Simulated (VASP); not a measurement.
Level of theory: HSE06 screened hybrid, VASP's PBE PAW potentials (set 64) (plane waves; VASP).

The input files of a VASP run:

**POSCAR**
```
CuSi64
10.9370750
  0.9999999726   0.0000000000   0.0000000000
  0.0000000000   0.9999999726   0.0000000000
  0.0000000000   0.0000000000   0.9999999726
Si Cu
64 1
Cart
  0.4996554385   0.9991529663   0.9993356022
  0.6275973625   0.1226348468   0.1225601983
  0.7512466767   0.2503404410   0.9992803702
  0.8749732547   0.3749917088   0.1253689107
  0.7508516991   0.9991056106   0.2503701528
  0.8749734094   0.1249706076   0.3750036544
  0.9996156449   0.9997929919   0.9997111160
  0.1246465275   0.1248365843   0.1247685450
  0.2497830674   0.2497555656   0.9995989576
  0.3746246691   0.3748074567   0.1242435820
  0.5000243740   0.4997755760   0.9998167632
  0.6249475921   0.6249229954   0.1249538551
  0.7499902075   0.7500173626   0.9999766382
  0.8747538241   0.8749864327   0.1249658460
  0.2492413474   0.9988691155   0.2495169309
  0.3747362770   0.1224820491   0.3750003639
  0.5024647534   0.2465809419   0.2479425107
  0.6261175133   0.3750425496   0.3758530592
  0.7501628468   0.4999371247   0.2499933938
  0.8748682098   0.6244779834   0.3750043384
  0.5001997518   0.9988063901   0.5003109957
  0.6248869032   0.1249233202   0.6250043713
  0.7507834086   0.2497419959   0.5004207227
  0.8749914482   0.3749142735   0.6253335383
  0.7499094266   0.9999474999   0.7499908390
  0.8747925767   0.1248338287   0.8748917780
  0.9988540517   0.4996575385   0.9993206292
  0.1220672157   0.6280258826   0.1222489643
  0.2504408587   0.7509939120   0.9988984095
  0.3749781402   0.8748491890   0.1250369021
  0.9994844416   0.2497772288   0.2499830991
  0.1236797850   0.3748197230   0.3752638109
  0.2463300305   0.5031579094   0.2471303241
  0.3749535744   0.6264291934   0.3753617017
  0.5002040244   0.7504596075   0.2498554165
  0.6251772451   0.8747709052   0.3749948037
  0.9990974204   0.9992756929   0.4997377111
  0.1226168725   0.1226673698   0.6276064223
  0.2481059893   0.2470442748   0.5028248856
  0.3753774191   0.3752610819   0.6272251727
  0.5033289637   0.5036218710   0.5041380108
  0.6282066651   0.6284238591   0.6283033789
  0.7515226012   0.7511102211   0.4996455827
  0.8751662927   0.8752239615   0.6252118442
  0.2502982828   0.9990928311   0.7510809296
  0.3749378386   0.1249180986   0.8752318961
  0.5003826156   0.2497075167   0.7511894312
  0.6251416363   0.3748843799   0.8755568001
  0.7510036530   0.4996268175   0.7513394287
  0.8750718493   0.6251258372   0.8751241829
  0.9985640917   0.7508458159   0.2504683077
  0.1245686985   0.8747959738   0.3750306262
  0.9992949629   0.4999755942   0.5004035852
  0.1248265477   0.6250566154   0.6251128277
  0.2496444852   0.7507390145   0.5003862046
  0.3749499775   0.8747814006   0.6254604446
  0.9990463998   0.2503197019   0.7512054714
  0.1248348329   0.3749623530   0.8754323525
  0.2494386626   0.5002212823   0.7510108825
  0.3749670372   0.6246354814   0.8752829526
  0.4996375657   0.7510389661   0.7516658169
  0.6251463518   0.8751878954   0.8752921406
  0.9999021558   0.7501342260   0.7500741321
  0.1249023662   0.8749613836   0.8749463635
  0.3758701907   0.3775371776   0.3752341233
```

**KPOINTS**
```
K-points
0
gamma
 1 1 1
```

**INCAR**
```
NELMIN  =  4
SYSTEM  =  CuSi64
PREC  =  Normal
GGA  =  PE   # PBE
ISYM  =  0
ISMEAR  =  0   # Gaussian
NELM  =  50
LCHARG  =  .FALSE.
LASPH  =  .TRUE.
LORBIT  =  10
PRECFOCK  =  Fast
LREAL  =  Auto
MAGMOM  =  65*0.0154
ENCUT  =  400
EDIFF  =  1E-5
LMAXMIX  =  4   # l cut-off of mixed one-centre charges
NUPDOWN  =  1
LHFCALC  =  .TRUE.
ALGO  =  Normal   # blocked Davidson
AEXX  =  0.25
ISIF  =  0
HFSCREEN  =  0.2
LWAVE  =  .FALSE.
SIGMA  =  0.05   # width (eV)
ISPIN  =  2   # spin-polarised
```

POTCAR, in this order: Si Cu (PBE.64 set). Program: vasp_gam. Read from the step before: WAVECAR.

The resulting files:

OUTCAR:
```
 ion  position               nearest neighbor table
   1  0.500  0.999  0.999-  62 2.36  46 2.37  30 2.37   2 2.37
   2  0.628  0.123  0.123-  17 2.36   5 2.37   3 2.37   1 2.37
   3  0.751  0.250  0.999-  26 2.36  48 2.36   4 2.36   2 2.37
   4  0.875  0.375  0.125-  31 2.36  19 2.36   3 2.36  27 2.37
   5  0.751  0.999  0.250-  14 2.36   6 2.37  36 2.37   2 2.37
   6  0.875  0.125  0.375-  31 2.36  23 2.36  37 2.37   5 2.37
   7  1.000  1.000  1.000-  26 2.37  64 2.37  14 2.37   8 2.37
   8  0.125  0.125  0.125-   7 2.37   9 2.37  15 2.37  31 2.37
   9  0.250  0.250  1.000-  58 2.36  46 2.36  10 2.37   8 2.37
  10  0.375  0.375  0.124-   9 2.37  11 2.37  33 2.40  17 2.40  65 2.75
  11  0.500  0.500  1.000-  48 2.36  60 2.36  10 2.37  12 2.37
  12  0.625  0.625  0.125-  13 2.37  35 2.37  11 2.37  19 2.37
  13  0.750  0.750  1.000-  62 2.37  14 2.37  50 2.37  12 2.37
  14  0.875  0.875  0.125-   5 2.36  51 2.36  13 2.37   7 2.37
  15  0.249  0.999  0.250-  30 2.36  52 2.36  16 2.37   8 2.37
  16  0.375  0.122  0.375-  21 2.36  15 2.37  17 2.39  39 2.39  65 2.79
  17  0.502  0.247  0.248-   2 2.36  16 2.39  10 2.40  18 2.40  65 2.43
  18  0.626  0.375  0.376-  23 2.37  19 2.37  41 2.40  17 2.40  65 2.74
  19  0.750  0.500  0.250-  20 2.36   4 2.36  18 2.37  12 2.37
  20  0.875  0.624  0.375-  19 2.36  53 2.36  51 2.37  43 2.37
  21  0.500  0.999  0.500-  36 2.36  56 2.36  16 2.36  22 2.37
  22  0.625  0.125  0.625-  25 2.37  23 2.37  47 2.37  21 2.37
  23  0.751  0.250  0.500-  24 2.36   6 2.36  18 2.37  22 2.37
  24  0.875  0.375  0.625-  23 2.36  53 2.36  57 2.36  49 2.37
  25  0.750  1.000  0.750-  26 2.37  44 2.37  62 2.37  22 2.37
  26  0.875  0.125  0.875-  57 2.36   3 2.36  25 2.37   7 2.37
  27  0.999  0.500  0.999-  50 2.36  58 2.37  28 2.37   4 2.37
  28  0.122  0.628  0.122-  33 2.36  27 2.37  51 2.37  29 2.37
  29  0.250  0.751  0.999-  64 2.36  60 2.36  30 2.37  28 2.37
  30  0.375  0.875  0.125-  15 2.36  35 2.36  29 2.37   1 2.37
  31  0.999  0.250  0.250-   6 2.36   4 2.36  32 2.36   8 2.37
  32  0.124  0.375  0.375-  31 2.36  53 2.37  33 2.39  39 2.40  65 2.76
  33  0.246  0.503  0.247-  28 2.36  32 2.39  10 2.40  34 2.40  65 2.42
  34  0.375  0.626  0.375-  55 2.37  35 2.37  41 2.40  33 2.40  65 2.72
  35  0.500  0.750  0.250-  36 2.36  30 2.36  34 2.37  12 2.37
  36  0.625  0.875  0.375-  21 2.36  35 2.36   5 2.37  43 2.37
  37  0.999  0.999  0.500-  44 2.36   6 2.37  52 2.37  38 2.37
  38  0.123  0.123  0.628-  39 2.37  45 2.37  37 2.37  57 2.37
  39  0.248  0.247  0.503-  38 2.37  16 2.39  32 2.40  40 2.40  65 2.44
  40  0.375  0.375  0.627-  47 2.36  59 2.37  41 2.40  39 2.40  65 2.76
  41  0.503  0.504  0.504-  42 2.36  40 2.40  18 2.40  34 2.40  65 2.42
  42  0.628  0.628  0.628-  41 2.36  61 2.37  49 2.37  43 2.37
  43  0.752  0.751  0.500-  44 2.36  20 2.37  36 2.37  42 2.37
  44  0.875  0.875  0.625-  43 2.36  37 2.36  63 2.37  25 2.37
  45  0.250  0.999  0.751-  64 2.36  56 2.37  46 2.37  38 2.37
  46  0.375  0.125  0.875-  47 2.36   9 2.36   1 2.37  45 2.37
  47  0.500  0.250  0.751-  46 2.36  48 2.36  40 2.36  22 2.37
  48  0.625  0.375  0.876-  11 2.36  47 2.36   3 2.36  49 2.37
  49  0.751  0.500  0.751-  50 2.36  24 2.37  42 2.37  48 2.37
  50  0.875  0.625  0.875-  49 2.36  27 2.36  13 2.37  63 2.37
  51  0.999  0.751  0.250-  14 2.36  52 2.36  28 2.37  20 2.37
  52  0.125  0.875  0.375-  15 2.36  55 2.36  51 2.36  37 2.37
  53  0.999  0.500  0.500-  24 2.36  20 2.36  32 2.37  54 2.37
  54  0.125  0.625  0.625-  63 2.37  55 2.37  53 2.37  59 2.37
  55  0.250  0.751  0.500-  56 2.36  52 2.36  34 2.37  54 2.37
  56  0.375  0.875  0.625-  55 2.36  21 2.36  45 2.37  61 2.37
  57  0.999  0.250  0.751-  26 2.36  24 2.36  58 2.37  38 2.37
  58  0.125  0.375  0.875-  59 2.36   9 2.36  27 2.37  57 2.37
  59  0.249  0.500  0.751-  60 2.36  58 2.36  40 2.37  54 2.37
  60  0.375  0.625  0.875-  59 2.36  11 2.36  29 2.36  61 2.37
  61  0.500  0.751  0.752-  62 2.36  42 2.37  56 2.37  60 2.37
  62  0.625  0.875  0.875-  61 2.36   1 2.36  13 2.37  25 2.37
  63  1.000  0.750  0.750-  44 2.37  64 2.37  50 2.37  54 2.37
  64  0.125  0.875  0.875-  45 2.36  29 2.36  63 2.37   7 2.37
  65  0.376  0.378  0.375-  41 2.42  33 2.42  17 2.43  39 2.44  34 2.72  18 2.74  10 2.75  40 2.76
                            32 2.76  16 2.79
 Subroutine IBZKPT returns following result:
 Found      1 irreducible k-points:

 Following reciprocal coordinates:
            Coordinates               Weight
  0.000000  0.000000  0.000000      1.000000
 Subroutine IBZKPT_HF returns following result:
   k-points           NKPTS =      1   k-points in BZ     NKDIM =      1   number of bands    NBANDS=    167
...
```

OSZICAR:
```
       N       E                     dE             d eps       ncg     rms          rms(c)
DAV:   1    -0.399102904344E+03   -0.39910E+03   -0.13163E+01   986   0.196E+01    0.197E+01
DAV:   2    -0.399130889345E+03   -0.27985E-01   -0.15637E+00   968   0.128E+01    0.126E+01
DAV:   3    -0.399141467181E+03   -0.10578E-01   -0.17182E-01   970   0.119E+00    0.757E+00
DAV:   4    -0.399131784214E+03    0.96830E-02   -0.30023E-02   922   0.233E+00    0.443E+00
DAV:   5    -0.399130307338E+03    0.14769E-02   -0.11016E-02   994   0.687E-01    0.253E+00
DAV:   6    -0.399129446537E+03    0.86080E-03   -0.13606E-03   970   0.397E-01    0.144E+00
DAV:   7    -0.399129185369E+03    0.26117E-03   -0.52579E-04  1010   0.146E-01    0.813E-01
DAV:   8    -0.399129098067E+03    0.87302E-04   -0.63034E-05   690   0.488E-02    0.463E-01
DAV:   9    -0.399129073454E+03    0.24613E-04   -0.18586E-05   475   0.387E-02    0.265E-01
DAV:  10    -0.399129068371E+03    0.50832E-05   -0.17289E-05   434   0.107E-02
   1 F= -.39912907E+03 E0= -.39912907E+03  d E =-.815730E-14  mag=     1.0000
```

**OUTCAR**
```
------------------------ aborting loop because EDIFF is reached ----------------------------------------
  volume of cell :     1308.29
      direct lattice vectors                 reciprocal lattice vectors
    10.937074700  0.000000000  0.000000000     0.091432127  0.000000000  0.000000000
     0.000000000 10.937074700  0.000000000     0.000000000  0.091432127  0.000000000
     0.000000000  0.000000000 10.937074700     0.000000000  0.000000000  0.091432127
 POSITION                                       TOTAL-FORCE (eV/Angst)
 -----------------------------------------------------------------------------------
      5.46477     10.92781     10.92981         0.003000     -0.002002      0.001209
      6.86408      1.34127      1.34045         0.000094      0.001621      0.008382
      8.21644      2.73799     10.92920        -0.005025     -0.006869      0.004491
      9.56965      4.10131      1.37117         0.000570     -0.001224     -0.003928
      8.21212     10.92729      2.73832         0.000466     -0.002323      0.000396
      9.56965      1.36681      4.10144        -0.001362      0.003876      0.001508
     10.93287     10.93481     10.93392         0.003326     -0.006383      0.009281
      1.36327      1.36535      1.36460         0.006849      0.002409      0.010857
      2.73190      2.73160     10.93269        -0.000089      0.001655     -0.004344
      4.09730      4.09930      1.35886         0.008029     -0.001976     -0.034571
      5.46880      5.46608     10.93507        -0.006691     -0.001772     -0.012544
      6.83510      6.83483      1.36663        -0.004461     -0.002328      0.007012
      8.20270      8.20300     10.93682         0.004182     -0.001590      0.003744
      9.56725      9.56979      1.36676         0.005470      0.000730      0.004630
      2.72597     10.92471      2.72899         0.008429     -0.004471      0.012978
      4.09852      1.33960      4.10141         0.006175      0.006226      0.001594
      5.49549      2.69687      2.71177         0.003413      0.017328     -0.012107
      6.84789      4.10187      4.11073         0.029241     -0.008359     -0.012508
      8.20459      5.46785      2.73420         0.008010     -0.005345      0.006159
      9.56850      6.82996      4.10145        -0.000305      0.012894      0.005652
      5.47072     10.92402      5.47194        -0.004532     -0.005144      0.004343
      6.83443      1.36630      6.83572        -0.002950      0.001821      0.001781
      8.21137      2.73145      5.47314        -0.007763      0.001354     -0.001578
      9.56985      4.10047      6.83932        -0.004474      0.004651     -0.000701
      8.20182     10.93650      8.20271        -0.002554     -0.002458      0.003799
      9.56767      1.36532      9.56876         0.009358      0.007282      0.004985
     10.92454      5.46479     10.92964         0.003338      0.008372      0.001341
      1.33506      6.86877      1.33705         0.005593      0.002654      0.004455
      2.73909      8.21368     10.92503        -0.005969     -0.003924      0.006644
      4.10116      9.56829      1.36754         0.000713     -0.000112     -0.000617
     10.93144      2.73183      2.73408        -0.011413     -0.002057      0.000100
      1.35270      4.09943      4.10429        -0.022239     -0.005504      0.002874
      2.69413      5.50308      2.70288         0.023328     -0.005897      0.006168
      4.10090      6.85130      4.10536        -0.008525      0.037630     -0.006334
      5.47077      8.20783      2.73269        -0.010844      0.000725      0.013543
      6.83761      9.56743      4.10135        -0.003219      0.002067      0.005094
     10.92720     10.92915      5.46567         0.005348      0.000211      0.004912
      1.34107      1.34162      6.86418         0.004212      0.006221      0.002158
      2.71355      2.70194      5.49943        -0.025613      0.014862     -0.002822
      4.10553      4.10426      6.86001        -0.009183     -0.008474      0.013358
      5.50495      5.50815      5.51380        -0.002235     -0.008491     -0.009482
      6.87074      6.87312      6.87180         0.000258     -0.007027     -0.000810
      8.21946      8.21495      5.46466        -0.013290     -0.005459      0.004303
      9.57176      9.57239      6.83799        -0.001266     -0.001910     -0.012587
      2.73753     10.92715      8.21463        -0.004942      0.002163     -0.002094
      4.10072      1.36624      9.57248         0.000990      0.002191     -0.001636
      5.47272      2.73107      8.21582        -0.002112     -0.000406     -0.001384
      6.83722      4.10014      9.57603         0.003218      0.002130     -0.010722
      8.21378      5.46446      8.21746         0.000484      0.001166      0.001314
      9.57073      6.83705      9.57130        -0.005462     -0.005852     -0.001381
     10.92137      8.21206      2.73939         0.005359      0.001776     -0.003298
      1.36242      9.56771      4.10174         0.006619      0.001448      0.008087
     10.92936      5.46827      5.47295        -0.006852     -0.006683     -0.005488
      1.36524      6.83629      6.83691         0.004296     -0.006858     -0.003288
      2.73038      8.21089      5.47276         0.007547     -0.005186     -0.007140
      4.10086      9.56755      6.84071         0.002800     -0.000595     -0.007440
     10.92665      2.73777      8.21599         0.004486     -0.003501     -0.002805
      1.36533      4.10099      9.57467        -0.001028     -0.004557     -0.005109
      2.72813      5.47096      8.21386         0.007711     -0.012250     -0.002449
      4.10104      6.83169      9.57304         0.002025      0.009374      0.000526
      5.46457      8.21417      8.22103        -0.000571     -0.002213     -0.009947
      6.83727      9.57200      9.57314        -0.014730     -0.002736     -0.001557
     10.93600      8.20427      8.20362         0.001063     -0.007710      0.007106
      1.36607      9.56952      9.56935         0.004021      0.004694      0.004228
      4.11092      4.12915      4.10396        -0.000322      0.000112      0.001658
 -----------------------------------------------------------------------------------
    total drift:                                0.028434     -0.003291      0.018954
  FREE ENERGIE OF THE ION-ELECTRON SYSTEM (eV)
  ---------------------------------------------------
  free  energy   TOTEN  =      -399.1290683710 eV

  energy  without entropy=     -399.1290683710  energy(sigma->0) =     -399.12906837

  exchange ACFDT corr.  =         0.00000000  see jH, gK, PRB 81, 115126

 total charge

# of ion       s       p       d       tot
------------------------------------------
    1        0.747   0.967   0.000   1.714
    2        0.760   0.956   0.000   1.716
    3        0.747   0.967   0.000   1.714
    4        0.748   0.965   0.000   1.713
    5        0.747   0.967   0.000   1.714
    6        0.748   0.965   0.000   1.713
    7        0.748   0.965   0.000   1.712
    8        0.750   0.963   0.000   1.713
    9        0.747   0.964   0.000   1.711
   10        0.747   0.953   0.000   1.700
   11        0.747   0.964   0.000   1.711
   12        0.750   0.963   0.000   1.713
   13        0.748   0.965   0.000   1.713
   14        0.747   0.968   0.000   1.715
   15        0.747   0.964   0.000   1.711
   16        0.748   0.954   0.000   1.702
   17        0.742   0.964   0.000   1.707
   18        0.747   0.953   0.000   1.700
   19        0.747   0.964   0.000   1.711
   20        0.748   0.965   0.000   1.713
   21        0.747   0.964   0.000   1.711
   22        0.750   0.962   0.000   1.712
   23        0.747   0.964   0.000   1.711
...
```
(Selected blocks of OUTCAR.)

The supercell is sampled at Γ alone, which is coarse: total energies, pressure and levels can be off, energies of defects by several tenths of an eV.

The cell is a supercell with a defect, built from Si (diamond): Cu_i. The cell's shape comes from a PBE relaxation.
